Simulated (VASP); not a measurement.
All values below come from PBE GGA, VASP's PBE PAW potentials (set 64) (plane waves; VASP).

Input for VASP

**KPOINTS**
```
kpoints
0
G
  15 15 9
0 0 0
```

**POSCAR**
```
Os
1
    1.3553986540    -2.3476189437     0.0000000000
    1.3553986540     2.3476189437    -0.0000000000
   -0.0000000000    -0.0000000000     4.2908809429
Os
2
Direct
  0.3333330000   0.6666670000   0.2500000000
  0.6666670000   0.3333330000   0.7500000000
```

### INCAR
```
ALGO = Normal
EDIFF = 1E-6
EDIFFG = -0.02
ENCUT = 500
GGA = PE
IBRION = 2
ISIF = 3
ISMEAR = 1
LASPH = .True.
LCHARG = .False.
LMAXMIX = 6
LREAL = .False.
LWAVE = .False.
NELM = 100
NSW = 40
PREC = Accurate
PSTRESS = 200
SIGMA = 0.1
SYSTEM = Os
```

POTCAR, in this order: Os (PBE.64 set). Program: vasp_std.

Output

**OSZICAR**
```
       N       E                     dE             d eps       ncg     rms          rms(c)
DAV:   1     0.102653359187E+03    0.10265E+03   -0.75291E+03  3240   0.124E+03
DAV:   2    -0.170712028327E+02   -0.11972E+03   -0.10846E+03  3456   0.398E+02
DAV:   3    -0.236429271027E+02   -0.65717E+01   -0.60720E+01  3932   0.771E+01
DAV:   4    -0.237932750905E+02   -0.15035E+00   -0.14967E+00  3444   0.120E+01
DAV:   5    -0.237951026131E+02   -0.18275E-02   -0.18272E-02  3852   0.106E+00    0.248E+01
DAV:   6    -0.227630929224E+02    0.10320E+01   -0.10304E+00  3512   0.938E+00    0.117E+01
DAV:   7    -0.224370706543E+02    0.32602E+00   -0.80147E-01  3676   0.813E+00    0.509E-01
DAV:   8    -0.224309876967E+02    0.60830E-02   -0.79552E-03  3336   0.763E-01    0.284E-01
DAV:   9    -0.224293500883E+02    0.16376E-02   -0.13240E-03  3492   0.441E-01    0.501E-02
DAV:  10    -0.224293833161E+02   -0.33228E-04   -0.45803E-05  3664   0.652E-02    0.116E-02
DAV:  11    -0.224293559530E+02    0.27363E-04   -0.58047E-06  3332   0.300E-02    0.836E-04
DAV:  12    -0.224293551957E+02    0.75728E-06   -0.11517E-07  1724   0.394E-03
   1 F= -.19020641E+02 E0= -.19020944E+02  d E =-.190206E+02
```

File OUTCAR:
```
------------------------ aborting loop because EDIFF is reached ----------------------------------------
  FORCE on cell =-STRESS in cart. coord.  units (eV):
  Direction    XX          YY          ZZ          XY          YZ          ZX
  --------------------------------------------------------------------------------------
  Total        3.3844918      3.3844907      3.4087660      0.0000000      0.0000000      0.0000000
  in kB      198.5788254    198.5787595    200.0030700      0.0000000      0.0000000      0.0000000
  external PRESSURE =      -0.9464483 kB  Pullay stress =     200.0000000 kB
  volume of cell :       27.31
      direct lattice vectors                 reciprocal lattice vectors
     1.355398654 -2.347618944  0.000000000     0.368895158 -0.212981754  0.000000000
     1.355398654  2.347618944  0.000000000     0.368895158  0.212981754  0.000000000
     0.000000000  0.000000000  4.290880943     0.000000000  0.000000000  0.233052376
 POSITION                                       TOTAL-FORCE (eV/Angst)
 -----------------------------------------------------------------------------------
      1.35540      0.78254      1.07272         0.000000      0.000000      0.000000
      1.35540     -0.78254      3.21816        -0.000000     -0.000000      0.000000
 -----------------------------------------------------------------------------------
    total drift:                                0.000000      0.000019     -0.000020
  FREE ENERGIE OF THE ION-ELECTRON SYSTEM (eV)
  ---------------------------------------------------
  free  energy   TOTEN  =       -22.4293551957 eV

  energy  without entropy=      -22.4302619751  energy(sigma->0) =      -22.42965746
  enthalpy is  TOTEN    =       -19.0206414744 eV   P V=        3.4087137213

 reached required accuracy - stopping structural energy minimisation
```
(Selected blocks of OUTCAR.)

The compound is Os in the hcp structure. It was relaxed first under an external pressure of 20 GPa.
